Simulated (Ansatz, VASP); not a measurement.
## Cross-check of In2S between VASP and Ansatz

Wanted: the spread between two codes on one cell, functional and k mesh. The cell is generated by rule, not measured, and may not be a known phase. The cell is taken from a series of runs on this material, whose earlier steps may have relaxed, scaled, displaced or heated it; both programs get it as it stands.

Calculated with Ansatz 0.2.0; plane waves, with VASP 6.6.1 beside it; zone-centre phonons at PBEsol.

The structure was built from a prototype and need not be the compound's stable phase.

### 1. Set-up

It takes space group Fm-3m (No. 225, cubic). Conventional cell: a = 6.978 Å, b = 6.978 Å, c = 6.978 Å, α = 90.00°, β = 90.00°, γ = 90.00°. Nearest to S lie 8 In at 3.02 Å. Nearest to In lie 4 S at 3.02 Å. Farther neighbours and most contacts between anions are not listed.

### 2. VASP: zone-centre phonons, PBEsol

Second derivatives magnify differences that forces hide, and they need a tight electronic threshold.

Lines of VASP's logs that name or quote its potential files are left out, and so is its time.

File INCAR:

```
SYSTEM = In2S
PREC = Accurate
ENCUT = 500
EDIFF = 1E-08
NELM = 120
ISMEAR = 1
SIGMA = 0.15
LREAL = .FALSE.
ALGO = Normal
GGA = PS
NBANDS = 22
LORBIT = 11
LWAVE = .FALSE.
LCHARG = .FALSE.
ISIF = 2
IBRION = 8
LASPH = .TRUE.
GGA_COMPAT = .FALSE.
KPAR = 2
```

File POSCAR:

```
In2S
1.0
    0.0000000000      3.4890740757      3.4890740757
    3.4890740757      0.0000000000      3.4890740757
    3.4890740757      3.4890740757      0.0000000000
S In
1 2
Direct
    0.0000000000      0.0000000000      0.0000000000
    0.2500000000      0.2500000000      0.2500000000
    0.7500000000      0.7500000000      0.7500000000
```

File KPOINTS:

```
Automatic mesh
0
Gamma
10 10 10
0 0 0
```

Potentials, in the order of the species: S and In_d (PBE family, release 64).

The run is started by

```bash
$ mpirun -np 2 vasp_std
```

Numbers of over 12 decimals in the logs are rounded to 6 here.

The program printed:

```text
[banner, memory and clock lines left out]
running    2 mpi-ranks, on    1 nodes
 distrk:  each k-point on    1 cores,    2 groups
 distr:  one band on    1 cores,    1 groups

 POSCAR found type information on POSCAR S In
 POSCAR found :  2 types and       3 ions
|                                                                             |
|               ----> ADVICE to this user running VASP <----                  |
|                                                                             |
|     You enforced a specific xc type in the INCAR file but a different       |
|     [... a line on the potential file left out ...]
|     I HOPE YOU KNOW WHAT YOU ARE DOING!                                     |
|                                                                             |

 LDA part: xc-table for (Slater+PW92), standard interpolation
 POSCAR, INCAR and KPOINTS ok, starting setup
 FFT: planning ... GRIDC
 FFT: planning ... GRID_SOFT
 FFT: planning ... GRID
 WAVECAR not read
 entering main loop
       N       E                     dE             d eps       ncg     rms          rms(c)
DAV:   1     0.255668684611E+03    0.25567E+03   -0.14808E+04  2074   0.169E+03
DAV:   2     0.148296771506E+02   -0.24084E+03   -0.23314E+03  2104   0.394E+02
DAV:   3    -0.961902084188E+01   -0.24449E+02   -0.22870E+02  2658   0.134E+02
DAV:   4    -0.107515911477E+02   -0.11326E+01   -0.11251E+01  2350   0.295E+01
DAV:   5    -0.108057393153E+02   -0.54148E-01   -0.54142E-01  3226   0.598E+00    0.738E+00
DAV:   6    -0.103610495558E+02    0.44469E+00   -0.69205E-01  2958   0.126E+01    0.466E+00
DAV:   7    -0.103679000037E+02   -0.68504E-02   -0.19037E-01  2218   0.199E+00    0.222E+00
DAV:   8    -0.103625035669E+02    0.53964E-02   -0.23366E-02  3094   0.881E-01    0.391E-01
DAV:   9    -0.103611132214E+02    0.13903E-02   -0.24937E-03  3112   0.508E-01    0.130E-01
DAV:  10    -0.103613233393E+02   -0.21012E-03   -0.75722E-04  2298   0.233E-01    0.536E-02
DAV:  11    -0.103613458614E+02   -0.22522E-04   -0.66009E-05  3186   0.831E-02    0.381E-02
DAV:  12    -0.103613485354E+02   -0.26741E-05   -0.21613E-05  2800   0.420E-02    0.110E-02
DAV:  13    -0.103613482755E+02    0.25991E-06   -0.43834E-06  2898   0.187E-02    0.214E-03
DAV:  14    -0.103613485382E+02   -0.26266E-06   -0.86710E-07  2804   0.599E-03    0.292E-03
DAV:  15    -0.103613485786E+02   -0.40427E-07   -0.48063E-08  2630   0.134E-03    0.112E-03
DAV:  16    -0.103613485523E+02    0.26330E-07   -0.87347E-09  1812   0.665E-04    0.772E-04
DAV:  17    -0.103613485377E+02    0.14637E-07   -0.15706E-09  1322   0.408E-04    0.227E-04
DAV:  18    -0.103613485310E+02    0.66098E-08   -0.13754E-09  1202   0.222E-04
   1 F= -.10361349E+02 E0= -.10361140E+02  d E =-.626628E-03
 Linear response reoptimize wavefunctions to high precision
DAV:   1    -0.103613485313E+02   -0.24056E-09   -0.35375E-10  1244   0.224E-04
DAV:   2    -0.103613485314E+02   -0.85947E-10   -0.13346E-10  1214   0.931E-05
 Linear response DOF=           2
 Linear response progress:
  Degree of freedom:   1/  2
       N       E                     dE             d eps       ncg     rms          rms(c)
RMM:   1    -0.112063603108E+00   -0.11206E+00    0.51404E-02  9102   0.145E+00
RMM:   2    -0.108274444391E+00    0.37892E-02   -0.41991E-03  6992   0.392E-01    0.111E-01
RMM:   3    -0.108560869160E+00   -0.28642E-03   -0.66808E-04  8018   0.172E-01    0.320E-02
RMM:   4    -0.108741557216E+00   -0.18069E-03   -0.11312E-04  7895   0.664E-02    0.110E-02
RMM:   5    -0.108764871003E+00   -0.23314E-04   -0.13356E-05  8380   0.225E-02    0.799E-03
RMM:   6    -0.108742114379E+00    0.22757E-04   -0.15081E-06  8218   0.665E-03    0.181E-03
RMM:   7    -0.108749652624E+00   -0.75382E-05   -0.28988E-07  8447   0.241E-03    0.100E-03
RMM:   8    -0.108750471118E+00   -0.81849E-06    0.34251E-07  8690   0.862E-04    0.500E-04
RMM:   9    -0.108749402385E+00    0.10687E-05    0.53706E-07  8489   0.307E-04    0.250E-04
RMM:  10    -0.108749570211E+00   -0.16783E-06   -0.22270E-07  8504   0.143E-04    0.524E-05
RMM:  11    -0.108749577416E+00   -0.72053E-08    0.23414E-08  8992   0.734E-05    0.492E-05
 first order change of Fermi-energy   0.12241E-02
 force on displaced ion       1 direction 1 :  -1.501   0.000   0.000
 Linear response progress:
  Degree of freedom:   2/  2
       N       E                     dE             d eps       ncg     rms          rms(c)
RMM:   1    -0.236411923560E+00   -0.23641E+00   -0.17242E-01 10356   0.404E+00
RMM:   2    -0.238645242296E+00   -0.22333E-02   -0.10556E-02 12196   0.867E-01    0.620E-02
RMM:   3    -0.238620449770E+00    0.24793E-04   -0.12694E-03 13823   0.264E-01    0.258E-02
RMM:   4    -0.238495723860E+00    0.12473E-03   -0.89973E-05 13793   0.802E-02    0.162E-02
RMM:   5    -0.238475452425E+00    0.20271E-04   -0.16923E-05 13824   0.291E-02    0.627E-03
RMM:   6    -0.238468065454E+00    0.73870E-05   -0.34773E-06 13958   0.122E-02    0.129E-03
RMM:   7    -0.238470154032E+00   -0.20886E-05   -0.57985E-07 13756   0.423E-03    0.544E-04
RMM:   8    -0.238468727129E+00    0.14269E-05   -0.15836E-07 14576   0.169E-03    0.232E-04
RMM:   9    -0.238467668384E+00    0.10587E-05   -0.10565E-07 14560   0.683E-04    0.905E-05
RMM:  10    -0.238467393322E+00    0.27506E-06    0.49552E-08 14830   0.346E-04    0.563E-05
RMM:  11    -0.238467258311E+00    0.13501E-06    0.64377E-09 14733   0.210E-04    0.173E-05
RMM:  12    -0.238467237993E+00    0.20318E-07    0.54017E-08 15346   0.131E-04    0.646E-06
RMM:  13    -0.238467237696E+00    0.29730E-09    0.16318E-08 14527   0.873E-05    0.451E-06
 first order change of Fermi-energy  -0.69903E-04
 force on displaced ion       2 direction 1 :  -1.790   0.000   0.000
 Linear response finished
```

OUTCAR, selected parts (step 2):

```text
ion  position               nearest neighbor table
   1  0.000  0.000  0.000-   3 3.02   3 3.02   3 3.02   2 3.02   3 3.02   2 3.02   2 3.02   2 3.02

  LATTYP: Found a face centered cubic cell.
 ALAT       =     6.9781481514

 Subroutine GETGRP returns: Found 48 space group operations
 (whereof 48 operations were pure point group operations)

The static configuration has the point symmetry O_h .

 Found     47 irreducible k-points:

   k-points           NKPTS =     47   k-points in BZ     NKDIM =     47   number of bands    NBANDS=     22

   dimension x,y,z NGX =    36 NGY =   36 NGZ =   36
   dimension x,y,z NGXF=    72 NGYF=   72 NGZF=   72

   ENCUT  =  500.0 eV  36.75 Ry    6.06 a.u.   9.00  9.00  9.00*2*pi/ulx,y,z

   NELECT =      32.0000    total number of electrons

 k-points in reciprocal lattice and weights: Automatic mesh
   0.00000000  0.00000000  0.00000000       0.001
   0.10000000  0.00000000  0.00000000       0.008
   0.20000000  0.00000000  0.00000000       0.008
   0.30000000  0.00000000  0.00000000       0.008
   0.40000000  0.00000000  0.00000000       0.008
   0.50000000  0.00000000  0.00000000       0.004
   0.10000000  0.10000000  0.00000000       0.006
   0.20000000  0.10000000  0.00000000       0.024
   0.30000000  0.10000000  0.00000000       0.024
[...]
-0.30000000  0.40000000  0.20000000       0.024
  -0.30000000  0.50000000  0.20000000       0.012

 average (electrostatic) potential at core
       1 -86.5880       2 -95.6657       3 -95.6657

  Total       -0.0004417     -0.0004417     -0.0004417      0.0000000     -0.0000000      0.0000000
  in kB       -0.0083308     -0.0083308     -0.0083308      0.0000000     -0.0000000      0.0000000
  external PRESSURE =      -0.0083308 kB  Pullay stress =       0.0000000 kB

  energy-cutoff  :      500.00
  volume of cell :       84.95
      direct lattice vectors                 reciprocal lattice vectors
     0.000000000  3.489074076  3.489074076    -0.143304495  0.143304495  0.143304495
     3.489074076  0.000000000  3.489074076     0.143304495 -0.143304495  0.143304495
     3.489074076  3.489074076  0.000000000     0.143304495  0.143304495 -0.143304495

 POSITION                                       TOTAL-FORCE (eV/Angst)
 -----------------------------------------------------------------------------------
      0.00000      0.00000      0.00000        -0.000000      0.000000     -0.000000
      1.74454      1.74454      1.74454         0.000000      0.000000      0.000000
      5.23361      5.23361      5.23361        -0.000000     -0.000000     -0.000000
 -----------------------------------------------------------------------------------
    total drift:                                0.000000      0.000000      0.000000

 Eigenvectors and eigenvalues of the dynamical matrix
 ----------------------------------------------------

   1 f  =    3.618156 THz    22.733543 2PiTHz  120.688685 cm-1    14.963483 meV
             X         Y         Z           dx          dy          dz
      0.000000  0.000000  0.000000    -0.000000    0.000000    0.934964
      1.744537  1.744537  1.744537     0.000000   -0.000000   -0.250841
      5.233611  5.233611  5.233611    -0.000000    0.000000   -0.250841

   2 f  =    3.618156 THz    22.733543 2PiTHz  120.688685 cm-1    14.963483 meV
             X         Y         Z           dx          dy          dz
      0.000000  0.000000  0.000000    -0.213518    0.910257   -0.000000
      1.744537  1.744537  1.744537     0.057285   -0.244212    0.000000
      5.233611  5.233611  5.233611     0.057285   -0.244212    0.000000

   3 f  =    3.618156 THz    22.733543 2PiTHz  120.688685 cm-1    14.963483 meV
             X         Y         Z           dx          dy          dz
      0.000000  0.000000  0.000000     0.910257    0.213518   -0.000000
      1.744537  1.744537  1.744537    -0.244212   -0.057285    0.000000
      5.233611  5.233611  5.233611    -0.244212   -0.057285    0.000000

   4 f  =    2.443958 THz    15.355842 2PiTHz   81.521671 cm-1    10.107394 meV
             X         Y         Z           dx          dy          dz
      0.000000  0.000000  0.000000     0.000000    0.000000    0.000000
      1.744537  1.744537  1.744537    -0.024699    0.693790    0.134332
      5.233611  5.233611  5.233611     0.024699   -0.693790   -0.134332

   5 f  =    2.443958 THz    15.355842 2PiTHz   81.521671 cm-1    10.107394 meV
             X         Y         Z           dx          dy          dz
      0.000000  0.000000  0.000000    -0.000000   -0.000000   -0.000000
      1.744537  1.744537  1.744537     0.007236   -0.134158    0.694226
      5.233611  5.233611  5.233611    -0.007236    0.134158   -0.694226

   6 f  =    2.443958 THz    15.355842 2PiTHz   81.521671 cm-1    10.107394 meV
             X         Y         Z           dx          dy          dz
      0.000000  0.000000  0.000000    -0.000000    0.000000    0.000000
      1.744537  1.744537  1.744537    -0.706638   -0.025624    0.002413
      5.233611  5.233611  5.233611     0.706638    0.025624   -0.002413

   7 f/i=    0.018186 THz     0.114268 2PiTHz    0.606630 cm-1     0.075213 meV
             X         Y         Z           dx          dy          dz
      0.000000  0.000000  0.000000    -0.006579   -0.031369   -0.353291
      1.744537  1.744537  1.744537    -0.012261   -0.058461   -0.658415
      5.233611  5.233611  5.233611    -0.012261   -0.058461   -0.658415

   8 f/i=    0.018186 THz     0.114268 2PiTHz    0.606630 cm-1     0.075213 meV
             X         Y         Z           dx          dy          dz
      0.000000  0.000000  0.000000     0.263905   -0.236511    0.016086
      1.744537  1.744537  1.744537     0.491830   -0.440776    0.029978
      5.233611  5.233611  5.233611     0.491830   -0.440776    0.029978

   9 f/i=    0.018186 THz     0.114268 2PiTHz    0.606630 cm-1     0.075213 meV
             X         Y         Z           dx          dy          dz
      0.000000  0.000000  0.000000     0.236966    0.262528   -0.027723
      1.744537  1.744537  1.744537     0.441624    0.489263   -0.051666
      5.233611  5.233611  5.233611     0.441624    0.489263   -0.051666

 ELASTIC MODULI CONTR FROM IONIC RELAXATION (kBar)
 Direction    XX          YY          ZZ          XY          YZ          ZX
 --------------------------------------------------------------------------------
 XX          -0.0000     -0.0000     -0.0000     -0.0000     -0.0000     -0.0000
 YY          -0.0000     -0.0000     -0.0000     -0.0000      0.0000      0.0000
 ZZ          -0.0000     -0.0000     -0.0000      0.0000      0.0000     -0.0000
 XY          -0.0000     -0.0000      0.0000    -65.4224     -0.0000      0.0000
 YZ          -0.0000      0.0000      0.0000     -0.0000    -65.4224     -0.0000
 ZX          -0.0000      0.0000     -0.0000      0.0000     -0.0000    -65.4224
 --------------------------------------------------------------------------------
```

Energies printed during the response cycles are not total energies of the cell.

(Continued in part 2 of 2.)

[Lines on the potential files, build, host, timing and source positions are cut from VASP's logs without a mark.]

[Logs are printed without paths, hosts, clocks, repeated set-up lines and the standing remarks that a program may print on its own settings, such as how far it seeks lower states.]

[Hosts, paths, dates, database ids (printed as entryN), source tags and the programs' standing remarks are cut or masked in the printed files.]
